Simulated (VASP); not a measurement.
All values below come from PBEsol GGA, VASP's PBE PAW potentials (set 64) (plane waves; VASP).

VASP ran on this input.

**POSCAR**
```
Al2Cu
1
   -2.0303350000     2.0303350000     2.8510950000
    2.0303350000    -2.0303350000     2.8510950000
    2.0303350000     2.0303350000    -2.8510950000
Al Cu
2 1
Direct
  0.7500000000   0.2500000000   0.5000000000
  0.2500000000   0.7500000000   0.5000000000
  0.5000000000   0.5000000000   0.0000000000
```

File KPOINTS:
```
K-points
0
gamma
1 1 1
```

**INCAR**
```
ALGO = Normal
EDIFF = 1E-6
ENCUT = 300
GGA = PS
ISIF = 2
ISMEAR = 0
LASPH = T
LCHARG = F
LMAXMIX = 4
LREAL = F
LWAVE = F
NELM = 100
PREC = Accurate
SIGMA = 0.05
SYSTEM = Al2Cu
```

POTCAR, in this order: Al Cu (PBE.64 set). Program: vasp_std.

What will the output report for the number of irreducible k-points (NKPTS), largest plane-wave count, number of space-group operations, FFT grid (NGX, NGY, NGZ)?

```
Quantity                                      Result
--------------------------------------  ------------
number of irreducible k-points (NKPTS)             1
largest plane-wave count                         537
number of space-group operations                  16
FFT grid (NGX, NGY, NGZ)                24 × 24 × 24
```

The structure comes from a computed database's Al2Cu entry (I4/mmm); how it stands against other phases isn't given here. The cell was not relaxed at this level. The k-mesh is coarse (spacing up to 2.19 per Å, 2π included), so the numbers may not be converged in it. The run is one of a series of settings (KPOINTS 1×1×1 Γ-centred mesh against the base run), some of them coarse on purpose. The electron count is odd and the run is not spin-polarised, which forces a metal. VASP warned that the highest band is occupied, so more bands are needed.
